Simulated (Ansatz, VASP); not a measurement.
**ScAl3 in two plane-wave programs**

Wanted: the spread between two codes on one cell, functional and k mesh. The cell is taken from a series of runs on this material, whose earlier steps may have relaxed, scaled, displaced or heated it; both programs get it as it stands.

Method: plane waves, with VASP 6.6.1 beside it; zone-centre phonons at PBEsol, in Ansatz 0.2.0.

## Step 1: The structure

It takes space group Pm-3m (No. 221, cubic). Conventional cell: a = 4.051 Å, b = 4.051 Å, c = 4.051 Å, α = 90.00°, β = 90.00°, γ = 90.00°. Sc has 12 Al at 2.86 Å nearest. Al has 4 Sc at 2.86 Å and 8 Al at 2.86 Å nearest. Farther neighbours are not listed.

Coordinates:

```cif
data_structure
_symmetry_space_group_name_H-M 'P 1'
_symmetry_Int_Tables_number 1
_cell_length_a 4.0505
_cell_length_b 4.0505
_cell_length_c 4.0505
_cell_angle_alpha 90.000
_cell_angle_beta 90.000
_cell_angle_gamma 90.000
_cell_volume 66.46
loop_
_atom_site_label
_atom_site_type_symbol
_atom_site_fract_x
_atom_site_fract_y
_atom_site_fract_z
_atom_site_occupancy
Sc1 Sc 0.00000 0.00000 0.00000 1
Al2 Al 0.50000 0.00000 0.50000 1
Al3 Al 0.00000 0.50000 0.50000 1
Al4 Al 0.50000 0.50000 0.00000 1
```

## Step 2: Ansatz: zone-centre phonons, PBEsol

Ansatz runs on its PAW soft_1 files.

Second derivatives magnify differences that forces hide, and they need a tight electronic threshold.

input.yaml reads:

```yaml
crystal:
  lattice:
    - [4.0505145602, 0.0, 0.0]
    - [0.0, 4.0505145602, 0.0]
    - [0.0, 0.0, 4.0505145602]
  atoms:
    - { symbol: Sc, position: [0.0, 0.0, 0.0] }
    - { symbol: Al, position: [0.5, 0.0, 0.5] }
    - { symbol: Al, position: [0.0, 0.5, 0.5] }
    - { symbol: Al, position: [0.5, 0.5, 0.0] }
kpoints:
  mp_grid: { grid: [10, 10, 10] }
hamiltonian:
  xc: pbesol
  pseudopotentials: { kind: paw, azcp: { folder: soft_1 }, xc_functional: pbe }
scf:
  occupations: { method: methfessel_paxton, width: 0.2 }
  lower_state_search: "off"
output:
  eigenvalues: true
phonons:
  method: dfpt
  qmesh: [2, 2, 2]
  temperatures: { t_max: 1000, t_step: 50 }
  qpath:
    path:
      - [[0.0, 0.0, 0.0], [0.0, 0.5, 0.0], [0.5, 0.5, 0.0], [0.0, 0.0, 0.0], [0.5, 0.5, 0.5], [0.0, 0.5, 0.0]]
      - [[0.5, 0.5, 0.5], [0.5, 0.5, 0.0]]
    npoints: 10
```

Run with:

```
ansatz run input.yaml --threads 8 --pin off --max-ram 16384MiB --backend cpu --events-out ev --progress --plain --runs-dir out
```

Numbers of over 12 decimals in the logs are rounded to 6 here.

What it wrote:

```text
Engine: ansatz 0.2.0, aarch64-unknown-linux-gnu
Pseudopotentials: kind: paw
Pseudopotential: Sc, paw, valence charge 11, recommended cutoff 420 eV (normal), soft_1/Sc.paw.azcp
Pseudopotential: Al, paw, valence charge 3, recommended cutoff 420 eV (normal), soft_1/Al.paw.azcp
Functional definition: PBEsol
  exchange = pbesol_x
  correlation = pbesol_c
Crystal: 4 atoms, lattice volume = 66.455 Å³
Basis set: ecut = 420 eV, 1309 PW (Γ), exchange–correlation on 60×60×60 points (8 copies of the dense FFT grid, shifted against one another)
Bands: 14, of which v1, the nominal top of the filled ones, is band 10 counted from 1 (9 counted from 0)
Symmetry: 48 space group operations
k-points: 56 of 1000
Non-local potential: Sc, projectors of the file, l = 0: 3, l = 1: 2, l = 2: 3, l = 3: 1
Non-local potential: Al, projectors of the file, l = 0: 2, l = 1: 2, l = 2: 1
PAW form: soft (Blöchl's): semilocal exchange-correlation on the pseudo side does not see the compensation charge
PAW frozen core: Sc, regenerated for the run's functional, and the local potential with it (the file was generated under x = pbe(κ = 0.804, μ = 0.219515), c = pbe(β = 0.066725))
PAW frozen core: Al, regenerated for the run's functional, and the local potential with it (the file was generated under x = pbe(κ = 0.804, μ = 0.219515), c = pbe(β = 0.066725))
PAW one-centre angular grid: Sc, 590 points (default); XC on 64 Gauss nodes
PAW one-centre angular grid: Al, 110 points (default); XC on 64 Gauss nodes
Initial density: superposition of atomic densities (chi_scale 0.1, normalization cell, long waves kept (reshape's long-wave potential 0.00 eV rms))
Initial wavefunctions: pseudopotential atomic-orbital guess
Functional: x = pbesol(κ = 0.804, μ = 0.123457), c = pbesol(β = 0.046)
SCF iter   1: F=—  HF=-3687.272907 eV  |F-HF|=—  |Δ(HF+E_count)|=         —  Δρ=2.67e-2  dr2=9.48e-1  ethr=3.10e-3  ⟨swp⟩=5.2  Hψ=4097  notcnv=0
preconditioner: auto → Kerker (q_TF=auto, 2.233 Å⁻¹)  [metal: Δε(μ)=0.044 eV  Ē_g=5.525 eV  σ=0.200 eV  W_gap=0.19  n_scr=18 (ndim 8)  ℏωp=15.8 eV  f_vac=0.000  D(μ)=0.99/eV (n_scr^D=6)]
SCF iter   2: F=—  HF=-3687.050927 eV  |F-HF|=—  |Δ(HF+E_count)|=   2.22e-1  S|Δr|=    0.00e0  Δρ=1.72e-2  dr2=3.04e-1  ethr=3.10e-3  ⟨swp⟩=2.0  Hψ=1381  notcnv=0  defer=1
SCF iter   3: F=—  HF=-3686.912591 eV  |F-HF|=—  |Δ(HF+E_count)|=   1.38e-1  S|Δr|=    0.00e0  Δρ=5.47e-3  dr2=3.32e-2  ethr=1.52e-3  ⟨swp⟩=2.9  Hψ=1467  notcnv=0  defer=1
SCF iter   4: F=—  HF=-3686.902555 eV  |F-HF|=—  |Δ(HF+E_count)|=   1.00e-2  S|Δr|=    0.00e0  Δρ=9.51e-4  dr2=3.88e-4  ethr=1.66e-4  ⟨swp⟩=2.1  Hψ=1073  notcnv=0  defer=1
SCF iter   5: F=—  HF=-3686.902419 eV  |F-HF|=—  |Δ(HF+E_count)|=   1.36e-4  S|Δr|=    0.00e0  Δρ=1.20e-4  dr2=1.16e-5  ethr=1.94e-6  ⟨swp⟩=2.6  Hψ=1133  notcnv=0  defer=1
SCF iter   6: F=—  HF=-3686.902415 eV  |F-HF|=—  |Δ(HF+E_count)|=   3.76e-6  S|Δr|=    0.00e0  Δρ=1.44e-5  dr2=1.09e-7  ethr=5.81e-8  ⟨swp⟩=2.2  Hψ=968  notcnv=0  defer=1
SCF iter   7: F=—  HF=-3686.902416 eV  |F-HF|=—  |Δ(HF+E_count)|=   1.21e-6  S|Δr|=    0.00e0  Δρ=1.97e-6  dr2=1.83e-9  ethr=5.47e-10  ⟨swp⟩=2.3  Hψ=1070  notcnv=0  defer=1
SCF iter   8: F=—  HF=-3686.902416 eV  |F-HF|=—  |Δ(HF+E_count)|=  5.55e-11  S|Δr|=    0.00e0  Δρ=2.17e-7  dr2=3.24e-11  ethr=9.13e-12  ⟨swp⟩=2.7  Hψ=1297  notcnv=0  defer=1
SCF iter   9: F=-3686.902416 eV  HF=-3686.902416 eV  |F-HF|=0.00e0  |Δ(HF+E_count)|=  4.55e-12  S|Δr|=    0.00e0  Δρ=2.68e-8  dr2=4.56e-13  ethr=1.00e-12  ⟨swp⟩=4.2  Hψ=2789  notcnv=0
SCF 1 converged in 9 iterations: F = -3686.902416 eV  dr2 = 4.56e-13
  greatest PAW one-centre occupation: 0.998 electrons in one spin orbital (limit 2), on the Sc atom at site 0 (counted from 0), in its partial waves of l = 0
Initial density: read from a saved state, or passed on in memory by an earlier SCF of this step, an earlier step, the calling program or the single point that the run made first
iter 1 solved again at ethr=9.28e-8 eV; its pass at ethr=3.10e-3 eV (dr2=1.86e-5 eV) is discarded
SCF iter   1: F=—  HF=-3686.902415 eV  |F-HF|=—  |Δ(HF+E_count)|=         —  Δρ=1.24e-7  dr2=1.08e-11  ethr=9.28e-8  ⟨swp⟩=2.8  Hψ=6347  notcnv=0
eigensolver tolerance schedule: the retry pair's looser diagonalisation over-reported the residual by 1716377.16 of it (diagonalisation noise at an unbounded share of the residual, at the tolerance the schedule requests for it); recorded, not acted on — ethr = c·dr2/N_el stays at c = 1.0e-1
preconditioner: auto → Kerker (q_TF=auto, 2.233 Å⁻¹)  [metal: Δε(μ)=0.042 eV  Ē_g=5.677 eV  σ=0.200 eV  W_gap=0.18  n_scr=18 (ndim 8)  ℏωp=15.8 eV  f_vac=0.000  D(μ)=1.21/eV (n_scr^D=6)]
SCF iter   2: F=—  HF=-3686.902416 eV  |F-HF|=—  |Δ(HF+E_count)|=   1.54e-6  S|Δr|=    0.00e0  Δρ=7.00e-8  dr2=4.33e-12  ethr=1.00e-12  ⟨swp⟩=1.8  Hψ=2747  notcnv=0
SCF iter   3: F=-3686.902416 eV  HF=-3686.902416 eV  |F-HF|=4.55e-13  |Δ(HF+E_count)|=    0.00e0  S|Δr|=    0.00e0  Δρ=3.51e-8  dr2=9.13e-13  ethr=1.00e-12  ⟨swp⟩=1.0  Hψ=1792  notcnv=0
SCF 2 converged in 3 iterations: F = -3686.902416 eV  dr2 = 9.13e-13
phonons: the bands overlap, so this run is a metal and interpolates without the dipole-dipole term. If the crystal is really an insulator or semiconductor, its LO-TO splitting is missing
NSCF: frozen V_eff on 56 k-points
NSCF: frozen V_eff on 216 k-points
DFPT response loops at q = (0, 0, 0) (fractional): preconditioner auto → Kerker (q_TF=auto, 2.233 Å⁻¹) (partly filled bands, converged f_vac=0.000); β = 1.00, the filter's whole step (`scf.mixing.beta` (0.50) is not read by the response loops under this deck's `scf.mixing.preconditioner`; to damp them name `kerker` or `kerker_dos`, under which they read `scf.mixing.beta`, and type it under 1.00, their step now; both keys bind the ground state too); Broyden in place of MSR1
NSCF: frozen V_eff on 432 k-points
DFPT response loops at q = (0, 0, -0.5) (fractional): mixed as the last ones told, above
NSCF: frozen V_eff on 432 k-points
DFPT response loops at q = (0, -0.5, -0.5) (fractional): mixed as the last ones told, above
NSCF: frozen V_eff on 432 k-points
DFPT response loops at q = (-0.5, -0.5, -0.5) (fractional): mixed as the last ones told, above
SCF converged after 9 iterations
Stability not checked: this state was not tested for a lower state beside it, because cold or Methfessel-Paxton smearing, or corrected tetrahedra, fill the levels in a way that the test cannot read (fill_not_monotonic; see scf.lower_state_search)
Free energy (F): -3686.902416 eV
Harris-Foulkes:  -3686.902416 eV  (|F-HF|=0.00e0)
Internal energy: -3686.904571 eV  (E = F + TS)
E sigma→0 (E₀):  -3686.902955 eV
Entropy (-TS):   0.002155 eV (0.539 meV/atom)
Fermi energy:    9.435759 eV
--- Per-component energies (eV) ---
  E_band       = -120.223078
  E_kinetic    = 280.943289
  E_local      = -999.383501  (includes V_loc(G=0)·N_el)
  E_nonlocal   = 174.247390
  E_hartree    = 401.918993
  E_xc         = -199.593117
  E_vxc        = -196.139495  (∫ρ·V_xc dr)
  E_paw        = -2337.882747  (= ΣΔE_a)
  E_vpaw       = -183.728768  (= ΣTr[D̂ρ^β])
  E_aug_tail   = 0.000029  (compensation charges beyond the density's cutoff)
  E_ewald      = -1007.341350
  E_core_change = 0.186442  (= ΣΔE_core)
  E_smearing   = 0.002155  (= −TS)
  E_closure    = 0.000000  (closes the sum)
  Σ components = -3686.902416   (vs F -3686.902416, Δ=0.00e0)
--- Band table (eV; the first three rows and the last of 56) ---
  k-point 0: bands = [... 6 lower, 6.7632, 7.6056, 7.6056, 7.6056, 10.6355, 10.7335, 10.7335, 10.7335]
  k-point 1: bands = [... 6 lower, 6.8354, 7.6142, 7.6142, 8.1158, 10.6804, 10.6804, 10.7640, 11.0338]
  k-point 2: bands = [... 6 lower, 7.0451, 7.6346, 7.6346, 8.7427, 10.5708, 10.5708, 10.8469, 11.8586]
  k-point 55: bands = [... 6 lower, 4.5865, 4.8497, 6.4502, 6.4502, 6.4502, 10.4046, 12.0988, 12.0988]
--- Phonons (Γ-DFPT): 3 representative perturbations + reference (Σ response iterations 9) ---
  ASR residual: 2.540e-6 → 0.000e0 eV/Å²; symmetrization residual: 2.513e-6 eV/Å²
  ASR residual per site (eV/Å²): 2.54e-6 1.63e-6 1.63e-6 1.63e-6
  Γ frequencies (cm⁻¹): 0.00 0.00 0.00 249.97 249.97 249.97 265.87 265.87 265.87 345.25 345.25 345.25
--- Phonons (arbitrary-q DFPT): 4 irreducible q on the 2×2×2 mesh ---
  q = [0.0000, 0.0000, 0.0000] (star 1, of the zone-centre solve; hermiticity 4.89e-7, symmetrization 1.19e-12): -0.00 0.00 0.00 249.97 249.97 249.97 265.87 265.87 265.87 345.25 345.25 345.25
  q = [0.0000, 0.0000, -0.5000] (star 3, 7 solved perturbations in 1332 linear systems a pass and spin channel, the states on 216 of 1000 k-point pairs; hermiticity 4.77e-7, symmetrization 1.18e-12): 182.92 182.92 193.72 193.72 240.23 246.91 277.67 284.43 295.95 295.95 321.71 321.71
  q = [0.0000, -0.5000, -0.5000] (star 3, 7 solved perturbations in 1332 linear systems a pass and spin channel, the states on 216 of 1000 k-point pairs; hermiticity 7.11e-7, symmetrization 4.04e-14): 175.35 192.39 192.39 228.89 237.29 253.56 259.14 259.14 274.87 317.48 320.08 320.08
  q = [-0.5000, -0.5000, -0.5000] (star 1, 3 solved perturbations in 468 linear systems a pass and spin channel, the states on 216 of 1000 k-point pairs; hermiticity 4.93e-7, symmetrization 1.77e-12): 157.04 157.04 187.93 187.93 187.93 239.65 239.65 239.65 298.80 354.58 354.58 354.58
  sum rule: each row above includes the acoustic sum rule's correction from the zone centre's row sums; it moved no ω² by more than (0.13 cm⁻¹)²
  mesh force constants: q→R imaginary residual 1.15e-17; ASR residual 2.540e-6 → 0.000e0 eV/Å²; symmetrization residual 1.332e-14 eV/Å²
  interpolated dispersion: 62 rows × 12 modes
  density of states and harmonic sums: on the 16×16×16 q-mesh, interpolated from the force constants of a 2×2×2 supercell (no non-analytic term)
  largest difference from the sums on the solved wave vectors: F 7.12e-2 eV, S 1.03e-4 and C_V 3.23e-5 eV/K
  zero-point energy: 0.185541 eV/cell   skipped modes (ω ≤ 0): 3   left out of the sums: 6.10e-5 of the cell's modes: C_V's classical limit lies that fraction below 3 k_B per atom; for a crystal, a wire or a layer, F and S can be off by more, and a phonons.interpolated_qmesh denser along its periods is the remedy for the sampling
```

[end of part 1 of 2]

[Lines on the potential files, build, host, timing and source positions are cut from VASP's logs without a mark.]

[Logs are printed without paths, hosts, clocks, repeated set-up lines and the standing remarks that a program may print on its own settings, such as how far it seeks lower states.]

[Hosts, paths, dates, database ids (printed as entryN), source tags and the programs' standing remarks are cut or masked in the printed files.]
